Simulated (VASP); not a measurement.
An input for Ansatz (written as the equivalent of a VASP run, and not itself run):

Ansatz 0.2 input:
```yaml
crystal:
  lattice:
    - [-3.1051188, 3.1051188, 3.1051188]
    - [3.1051188, -3.1051188, 3.1051188]
    - [3.1051188, 3.1051188, -3.1051188]
  atoms:
    - { symbol: Cs, position: [0.0000000, 0.0000000, 0.0000000] }
kpoints:
  mp_grid: { grid: [9, 9, 9] }
hamiltonian:
  xc: pbe
  pseudopotentials: { kind: paw }
scf:
  occupations: { method: methfessel_paxton, width: 0.1 }
  max_iter: 100
output: { forces: true, stress: true, eigenvalues: true }
```

Question: Translate this input to VASP (INCAR, KPOINTS, POSCAR, choice of POTCAR).

Answer: Several could match; the one computed here: 
### KPOINTS
```
Regular mesh
0
G
  9 9 9
0 0 0
```

### POSCAR
```
Cs
1
   -3.1051188373     3.1051188373     3.1051188373
    3.1051188373    -3.1051188373     3.1051188373
    3.1051188373     3.1051188373    -3.1051188373
Cs
1
Direct
  0.0000000000   0.0000000000   0.0000000000
```

### INCAR
```
SYSTEM = Cs
PREC = Accurate
ENCUT = 520
EDIFF = 1E-7
NELM = 100
ALGO = Normal
LREAL = .FALSE.
LASPH = .TRUE.
ISMEAR = 1
SIGMA = 0.1
GGA = PE
LMAXMIX = 4
LWAVE = .FALSE.
LCHARG = .FALSE.
ISIF = 2
```

POTCAR, in this order: Cs_sv (PBE.64 set). Program: vasp_std.

The two are equivalent in intent, not identical: each code has its own PAW files, so the cut-off isn't converted (ENCUT is set for VASP's; basis.ecutwfc is left out, and Ansatz then takes the one that its files recommend); Ansatz stops its SCF on the density residual and VASP on the energy change (EDIFF).

The compound is Cs in the bcc structure. This cell is one point of a volume scan, at 1.03 of the reference volume.
